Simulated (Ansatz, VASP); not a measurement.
# Mo2SNO (Mo2NOS MXene monolayer) in two plane-wave programs, part 2 of 2

Aim: how closely do two programs agree when they are given the same cell, functional and k mesh? The structure shown is the start of the Ansatz relaxation below; VASP solves that cell, so the two are compared at the walk's first step.

VASP 6.6.1 and Ansatz 0.2.0.

So far: Starting point; Ansatz: relaxation, PBE with D3(BJ).

### 3. VASP: single point, PBE with D3(BJ), start cell

Level of this step: PBE with D3(BJ), zero-moment start; plane waves and PAW (S, Mo_sv, N, O) (VASP).

The same cell, functional, mesh and smearing now go to VASP, with its own data sets.

Lines of VASP's logs that name or quote its potential files are left out, and so is its time.

Contents of INCAR:

```
SYSTEM = Mo2SNO
PREC = Accurate
ENCUT = 520
EDIFF = 1E-06
NELM = 200
ISMEAR = -1
SIGMA = 0.05
LREAL = .FALSE.
ALGO = Normal
GGA = PE
IVDW = 12
NBANDS = 31
ISPIN = 2
MAGMOM = 0 -0 -0 -0 0
LASPH = .TRUE.
LMAXMIX = 4
LORBIT = 11
LWAVE = .FALSE.
LCHARG = .FALSE.
ISIF = 2
LDIPOL = .TRUE.
IDIPOL = 3
DIPOL = 0.5 0.5 0.505
LVHAR = .TRUE.
GGA_COMPAT = .FALSE.
NELMDL = -8
KPAR = 2
```

Contents of POSCAR:

```
Mo2SNO
1.0
    2.9532360000      0.0000000000      0.0000000000
   -1.4766180000      2.5575770000      0.0000000000
    0.0000000000      0.0000000000     41.4012250000
S Mo N O
1 2 1 1
Direct
    0.3333334637      0.6666669273      0.4371851316
    0.6666667318      0.3333334637      0.4792079703
    0.3333334637      0.6666669273      0.5354994689
    0.0000000000      0.0000000000      0.5073537317
    0.6666667318      0.3333334637      0.5628148684
```

Contents of KPOINTS:

```
Automatic mesh
0
Gamma
12 12 1
0 0 0
```

Potentials, in the order of the species: S, Mo_sv, N and O (PBE family, release 64).

The run is started by

```console
$ mpirun -np 2 vasp_std
```

Numbers of over 12 decimals in the logs are rounded to 6 here.

Output:

```text
[banner, memory and clock lines left out]
running    2 mpi-ranks, on    1 nodes
 distrk:  each k-point on    1 cores,    2 groups
 distr:  one band on    1 cores,    1 groups

 POSCAR found type information on POSCAR S MoN O
 POSCAR found :  4 types and       5 ions
 LDA part: xc-table for (Slater+PW92), standard interpolation
 POSCAR, INCAR and KPOINTS ok, starting setup
 FFT: planning ... GRIDC
 FFT: planning ... GRID_SOFT
 FFT: planning ... GRID
 WAVECAR not read
 entering main loop
       N       E                     dE             d eps       ncg     rms          rms(c)
DAV:   1     0.414439198482E+03    0.41444E+03   -0.23594E+04  3036   0.114E+03
DAV:   2    -0.124331017486E+02   -0.42687E+03   -0.41462E+03  3194   0.309E+02
DAV:   3    -0.475669020207E+02   -0.35134E+02   -0.34162E+02  2869   0.863E+01
DAV:   4    -0.486037976662E+02   -0.10369E+01   -0.10183E+01  3157   0.149E+01
DAV:   5    -0.486212763421E+02   -0.17479E-01   -0.17437E-01  2866   0.183E+00
DAV:   6    -0.486217262842E+02   -0.44994E-03   -0.44976E-03  3143   0.284E-01
DAV:   7    -0.486217380251E+02   -0.11741E-04   -0.11740E-04  2930   0.425E-02
DAV:   8    -0.486217385499E+02   -0.52487E-06   -0.52483E-06  2688   0.770E-03    0.522E+01
DAV:   9    -0.430347913124E+02    0.55869E+01   -0.34103E+01  2477   0.399E+01    0.160E+01
DAV:  10    -0.462826638406E+02   -0.32479E+01   -0.24401E+01  2890   0.299E+01    0.179E+01
DAV:  11    -0.491582047385E+02   -0.28755E+01   -0.70217E+01  2970   0.367E+01    0.257E+01
DAV:  12    -0.425878131349E+02    0.65704E+01   -0.25200E+01  2922   0.171E+01    0.539E+00
DAV:  13    -0.420181436595E+02    0.56967E+00   -0.30579E+00  2908   0.942E+00    0.240E+00
DAV:  14    -0.419973717570E+02    0.20772E-01   -0.21299E-01  2882   0.289E+00    0.205E+00
[...]
DAV:  32    -0.419746395122E+02   -0.17511E-04   -0.72029E-07  1978   0.318E-03    0.571E-03
DAV:  33    -0.419746524606E+02   -0.12948E-04   -0.23423E-06  2394   0.772E-03    0.172E-02
DAV:  34    -0.419746566438E+02   -0.41832E-05   -0.27632E-07  1906   0.316E-03    0.145E-02
DAV:  35    -0.419746580399E+02   -0.13960E-05   -0.10861E-06  1838   0.548E-03    0.591E-03
DAV:  36    -0.419746594890E+02   -0.14492E-05   -0.66055E-07  1752   0.427E-03    0.121E-03
DAV:  37    -0.419746609048E+02   -0.14158E-05   -0.14001E-07  1822   0.190E-03    0.203E-03
DAV:  38    -0.419746619381E+02   -0.10333E-05   -0.78202E-08  1752   0.106E-03    0.227E-03
DAV:  39    -0.419746623242E+02   -0.38608E-06   -0.28943E-08  1717   0.954E-04
   1 F= -.43656785E+02 E0= -.43640268E+02  d E =-.330326E-01  mag=    -0.0001
```

OUTCAR, selected parts (step 3):

```text
ion  position               nearest neighbor table
   1  0.333  0.667  0.437-   2 2.44   2 2.44   2 2.44
   2  0.667  0.333  0.479-   4 2.07   4 2.07   4 2.07   1 2.44   1 2.44   1 2.44   3 2.89   3 2.89
                             3 2.89
   3  0.333  0.667  0.535-   5 2.05   5 2.05   5 2.05   4 2.07   4 2.07   4 2.07   2 2.89   2 2.89
                             2 2.89
   4  0.000  0.000  0.507-   3 2.07   3 2.07   2 2.07   3 2.07   2 2.07   2 2.07
   5  0.667  0.333  0.563-   3 2.05   3 2.05   3 2.05

  LATTYP: Found a hexagonal cell.
 ALAT       =     2.9532360000
 C/A-ratio  =    14.0189354999

 Subroutine GETGRP returns: Found  6 space group operations
 (whereof  6 operations were pure point group operations)

The static configuration has the point symmetry C_3v.

 Found     19 irreducible k-points:

   k-points           NKPTS =     19   k-points in BZ     NKDIM =     19   number of bands    NBANDS=     31

   dimension x,y,z NGX =    24 NGY =   24 NGZ =  320
   dimension x,y,z NGXF=    48 NGYF=   48 NGZF=  640

   ENCUT  =  520.0 eV  38.22 Ry    6.18 a.u.   5.49  5.49 76.98*2*pi/ulx,y,z

   NELECT =      45.0000    total number of electrons

 k-points in reciprocal lattice and weights: Automatic mesh
   0.00000000  0.00000000  0.00000000       0.007
   0.08333333  0.00000000  0.00000000       0.042
   0.16666667  0.00000000  0.00000000       0.042
   0.25000000  0.00000000  0.00000000       0.042
   0.33333333  0.00000000  0.00000000       0.042
   0.41666667  0.00000000  0.00000000       0.042
   0.50000000  0.00000000  0.00000000       0.021
   0.08333333  0.08333333  0.00000000       0.042
   0.16666667  0.08333333  0.00000000       0.083
[...]
0.33333333  0.25000000  0.00000000       0.083
   0.33333333  0.33333333  0.00000000       0.014

 dipolmoment           0.000000      0.000000      0.050532 electrons x Angstroem

 average (electrostatic) potential at core
       1 -94.6678       2 -85.1558       3 -85.6678       4 -73.5385       5 -78.9657

 E-fermi :  -2.4275

 spin component 1
 k-point     1 :       0.0000    0.0000    0.0000
  band No.  band energies     occupation
    ...
     21      -4.3263      1.00000
     22      -3.4223      1.00000
     23      -3.4223      1.00000
     24      -2.4940      0.79068
     25      -2.4940      0.79067
     26      -1.9055      0.00003
     27      -0.2782      0.00000
     28      -0.2782      0.00000
     29       1.5627      0.00000
     30       2.3473      0.00000
    ...

 k-point     2 :       0.0833    0.0000    0.0000
  band No.  band energies     occupation
    ...
     20      -4.8212      1.00000
     21      -4.4065      1.00000
     22      -3.2382      1.00000
     23      -3.2047      1.00000
     24      -2.5007      0.81201
     25      -2.4076      0.40162
     26      -1.6835      0.00000
     27      -0.5564      0.00000
     28      -0.2841      0.00000
     29       1.7535      0.00000
    ...

 k-point     3 :       0.1667    0.0000    0.0000
  band No.  band energies     occupation
    ...
     20      -4.8381      1.00000
     21      -4.8045      1.00000
     22      -3.1387      1.00000
     23      -3.0137      0.99999
     24      -2.5385      0.90208
     25      -1.8702      0.00001
     26      -1.3321      0.00000
     27      -0.5805      0.00000
     28      -0.3225      0.00000
     29       1.6842      0.00000
    ...

 k-point     4 :       0.2500    0.0000    0.0000
  band No.  band energies     occupation
    ...
     20      -5.3529      1.00000
     21      -4.6112      1.00000
     22      -3.0185      0.99999
     23      -2.8616      0.99983
     24      -2.5310      0.88796
     25      -1.2535      0.00000
     26      -1.2480      0.00000
     27      -0.3140      0.00000
     28       0.3170      0.00000
     29       1.4202      0.00000
    ...

 k-point     5 :       0.3333    0.0000    0.0000
  band No.  band energies     occupation
    ...
     19      -6.0879      1.00000
     20      -5.6658      1.00000
     21      -4.5045      1.00000
     22      -2.8043      0.99947
     23      -2.5044      0.82317
     24      -2.1865      0.00799
     25      -1.0942      0.00000
     26      -0.9675      0.00000
     27      -0.0890      0.00000
     28       1.2042      0.00000
    ...

 k-point     6 :       0.4167    0.0000    0.0000
  band No.  band energies     occupation
    ...
     18      -7.2207      1.00000
     19      -6.1212      1.00000
     20      -5.7630      1.00000
     21      -4.4642      1.00000
     22      -2.8951      0.99991
     23      -1.8860      0.00002
     24      -1.5485      0.00000
     25      -0.8539      0.00000
     26      -0.8538      0.00000
     27       0.1302      0.00000
    ...

 Edisp (eV)   -1.68212

  Total       8.07373     8.07372     5.23848     0.00000     0.00000    -0.00000
  in kB      41.36610    41.36609    26.83958     0.00000     0.00000    -0.00000
  external pressure =       36.52 kB  Pullay stress =        0.00 kB

  energy-cutoff  :      520.00
  volume of cell :      312.71
      direct lattice vectors                 reciprocal lattice vectors
     2.953236000  0.000000000  0.000000000     0.338611611  0.195497535  0.000000000
    -1.476618000  2.557577000  0.000000000     0.000000000  0.390995071  0.000000000
     0.000000000  0.000000000 41.401225000     0.000000000  0.000000000  0.024153875

 POSITION                                       TOTAL-FORCE (eV/Angst)
 -----------------------------------------------------------------------------------
      0.00000      1.70505     18.10000         0.000000     -0.000000      0.704804
      1.47662      0.85253     19.83980        -0.000000      0.000000     -3.470784
      0.00000      1.70505     22.17033         0.000000      0.000000      1.960574
      0.00000      0.00000     21.00507        -0.000000     -0.000000      0.362881
      1.47662      0.85253     23.30122        -0.000000     -0.000000      0.442524
 -----------------------------------------------------------------------------------
    total drift:                                0.000000     -0.002299     -0.000591

  FREE ENERGIE OF THE ION-ELECTRON SYSTEM (eV)
  ---------------------------------------------------
  free  energy   TOTEN  =       -43.6567845060 eV

  energy  without entropy=      -43.6237519457  energy(sigma->0) =      -43.64026823

 vacuum level on the upper side and lower side of the slab         3.644         2.434

 total charge
# of ion       s       p       d       tot
------------------------------------------
    1        1.376   2.317   0.000   3.693
    2        2.298   6.254   4.119  12.671
    3        2.299   6.269   3.990  12.558
    4        1.253   2.588   0.000   3.841
    5        1.580   3.417   0.000   4.997
--------------------------------------------------
tot          8.806  20.846   8.109  37.760

 magnetization (x)
# of ion       s       p       d       tot
------------------------------------------
    1        0.000   0.000   0.000   0.000
    2       -0.000  -0.000  -0.000  -0.000
    3       -0.000  -0.000  -0.000  -0.000
    4        0.000  -0.000   0.000  -0.000
    5        0.000  -0.000   0.000  -0.000
--------------------------------------------------
tot         -0.000  -0.000  -0.000  -0.000

[... 5 further parts left out ...]
```

This run allows spin, but its moments start at zero, where symmetry between the spins tends to hold them, although Mo can carry a moment. Its electron count is odd, so without a moment it is a metal by construction.

### 4. Comparison

Known differences besides the potentials themselves: Ansatz cuts the interaction across the vacuum, VASP repeats the sheet with a dipole correction; the cutoff is 420 eV in Ansatz and 520 eV in VASP. Total energies have different zeros and are not compared.

Forces (eV/Å; atoms numbered as in POSCAR):

```tsv
atom	Ansatz x, y, z	VASP x, y, z
S1	0.000, 0.000, 0.689	0.000, 0.000, 0.705
Mo2	0.000, 0.000, -3.398	0.000, 0.000, -3.471
Mo3	0.000, 0.000, 1.947	0.000, 0.000, 1.961
N4	0.000, 0.000, 0.360	0.000, 0.000, 0.363
O5	0.000, 0.000, 0.401	0.000, 0.000, 0.443
```

The forces differ by 22 meV/Å r.m.s., which is 2.1 % of the r.m.s. force of 1.056 eV/Å (both taken over all components). Moments aren't recorded for both runs of this pair, so they may hold unlike magnetic states. With vacuum in the cell, a pressure given here is an average over mostly empty space and none of the material.

### 5. What came out

- r.m.s. force difference (single point, PBE with D3(BJ), start cell): 2.1 % of the r.m.s. force

In words: The r.m.s. force difference is 2.1 % of the r.m.s. force (single point, PBE with D3(BJ), start cell), within the 3 % picked in this series as the mark of a large difference. 1 further run of this series is not shown here. How closely two codes agree says nothing of how well the functional describes the real material.

[Lines on the potential files, build, host, timing and source positions are cut from VASP's logs without a mark.]

[Logs are printed without paths, hosts, clocks, repeated set-up lines and the standing remarks that a program may print on its own settings, such as how far it seeks lower states.]

[Hosts, paths, dates, database ids (printed as entryN), source tags and the programs' standing remarks are cut or masked in the printed files.]
